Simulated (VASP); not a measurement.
# Mg₂SeS (space group P-4m2): computed properties

Method: PBEsol GGA, VASP's PBE PAW potentials (set 64) (plane waves; VASP).

```json
{
  "space_group": "P-4m2 (115)",
  "cell": "a = 4.099 Å, b = 4.099 Å, c = 5.781 Å, α = 90.00°, β = 90.00°, γ = 90.00°",
  "volume_per_atom": "24.28 Å³/atom",
  "band gap (over mesh and band path)": "2.71 eV",
  "smallest direct gap (over mesh and band path)": "2.71 eV",
  "hill_bulk_modulus": "53.1 GPa",
  "hill_shear_modulus": "166 kbar",
  "Poisson's ratio": "0.358",
  "band_edge_character_without_spin_orbit_coupling": "direct, Γ to Γ",
  "band_gap_with_spin_orbit_coupling": "2.61 eV",
  "density": "2.73 g/cm³",
  "optical Γ-point spectrum": "97 (×2), 215, 276 (×2), 307, 321 (×2), 326 cm⁻¹",
  "C11": "81.9 GPa",
  "C12": "31.1 GPa",
  "C13": "47.0 GPa",
  "C33": "64.1 GPa",
  "C44": "24.5 GPa",
  "C66": "9.4 GPa"
}
```

```cif
data_Mg2SSe
_chemical_formula_sum 'Mg2 Se1 S1'
_space_group_name_H-M_alt 'P 1'
_space_group_IT_number 1
_cell_length_a 4.09891
_cell_length_b 4.09891
_cell_length_c 5.78053
_cell_angle_alpha 90.000
_cell_angle_beta 90.000
_cell_angle_gamma 90.000
loop_
_space_group_symop_operation_xyz
  'x, y, z'
loop_
_atom_site_label
_atom_site_type_symbol
_atom_site_fract_x
_atom_site_fract_y
_atom_site_fract_z
_atom_site_occupancy
Mg1 Mg 0.50000 0.00000 0.73702 1
Mg2 Mg 0.00000 0.50000 0.26298 1
Se1 Se 0.50000 0.50000 0.00000 1
S1 S 0.00000 0.00000 0.50000 1
```

The structure comes from a computed database's Mg2SeS entry (P-4m2); how it stands against other phases isn't given here. It was relaxed first. Symmetry was kept, so distortions that lower it aren't found.
